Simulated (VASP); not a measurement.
An input for Quantum ESPRESSO's pw.x (written as the equivalent of a VASP run, and not itself run):

```
&CONTROL
  calculation = 'vc-relax'
  pseudo_dir = './pseudo'
  outdir = './out'
  tprnfor = .true.
  tstress = .true.
  nstep = 40
  forc_conv_thr = 0.00078
/
&SYSTEM
  ibrav = 0
  nat = 4
  ntyp = 2
  ecutwfc = 88
  occupations = 'smearing'
  smearing = 'gaussian'
  degauss = 0.003675
  input_dft = 'pbesol'
/
&ELECTRONS
  conv_thr = 7.3e-08
  electron_maxstep = 100
/
&IONS
/
&CELL
  press = 50
/
ATOMIC_SPECIES
  Be 9.012 Be.upf
  Se 78.971 Se.upf
CELL_PARAMETERS angstrom
     3.4859434    0.0000000    0.0000000
    -1.7429717    3.0189152    0.0000000
     0.0000000    0.0000000    5.4996035
ATOMIC_POSITIONS crystal
  Be   0.0000000  0.0000000  0.0000000
  Be   0.0000000  0.0000000  0.5000000
  Se   0.3333330  0.6666670  0.2500000
  Se   0.6666670  0.3333330  0.7500000
K_POINTS automatic
  7 7 4 0 0 0
```

### Question
Write the VASP files for the same calculation (PBEsol).

### Answer
This is not unique; one that fits is 
### INCAR
```
! general
SYSTEM  = BeSe
PREC    = Accurate
ENCUT   = 500
LREAL   = F
LASPH   = T

! electronic loop
EDIFF   = 1E-6
NELM    = 100
ALGO    = Normal
LMAXMIX = 4

! smearing
ISMEAR  = 0
SIGMA   = 0.05

! functional
GGA     = PS

! ions
IBRION  = 2
NSW     = 40
ISIF    = 3
EDIFFG  = -0.02
PSTRESS = 50

! output
LWAVE   = F
LCHARG  = F
```

**KPOINTS**
```
Automatic mesh
0
gamma
7 7 4
0 0 0
```

POSCAR:
```
BeSe
1.0
  3.4859434036   0.0000000000   0.0000000000
 -1.7429717018   3.0189151647   0.0000000000
  0.0000000000   0.0000000000   5.4996034906
Be Se
2 2
direct
  0.0000000000   0.0000000000   0.0000000000
  0.0000000000   0.0000000000   0.5000000000
  0.3333330000   0.6666670000   0.2500000000
  0.6666670000   0.3333330000   0.7500000000
```

POTCAR, in this order: Be Se (PBE.64 set). Program: vasp_std.

Limits of the translation: the potentials are each code's own (VASP's PAW set, PseudoDojo norm-conserving files in pw.x), so ENCUT and ecutwfc are chosen apart and not converted; conv_thr bounds pw.x's estimated SCF error, while EDIFF bounds the energy change between steps; forc_conv_thr acts on force components and is met together with etot_conv_thr.

The structure was generated: BeSe was put into the NiAs type type (P6_3/mmc), which need not be its known phase. This run relaxes it under an external pressure of 5 GPa. Symmetry was kept, so distortions that lower it aren't found.
